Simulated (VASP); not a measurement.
Consider the following.

```yaml
crystal:
  lattice:
    - [3.25000, 0.00000, 0.00000]
    - [0.00000, 3.25000, 0.00000]
    - [0.00000, 0.00000, 3.25000]
  atoms:
    - { symbol: In, position: [0.50000, 0.50000, 0.50000] }
    - { symbol: Pd, position: [0.00000, 0.00000, 0.00000] }
```

These are PBE GGA with D4 dispersion, VASP's PBE PAW potentials (set 64) (plane waves; VASP 6.6.1) values and carry that method's errors. Numerical set-up: 400 eV cut-off, 10×10×10 Γ-centred mesh, first-order Methfessel-Paxton smearing of 0.10 eV, potentials In_d Pd.

Question: Give the stress tensor in GPa (positive for a compressed cell).

Answer: 
```
2.21  0.00  0.00
0.00  2.21  0.00
0.00  0.00  2.21
```
The pressure is its mean diagonal, 2.21 GPa.

The compound is PdIn in the CsCl type structure. The cell was not relaxed at this level. The run is one of a series of settings (IVDW = 13 against the base run), some of them coarse on purpose. The electron count is odd and the run is not spin-polarised, which forces a metal.
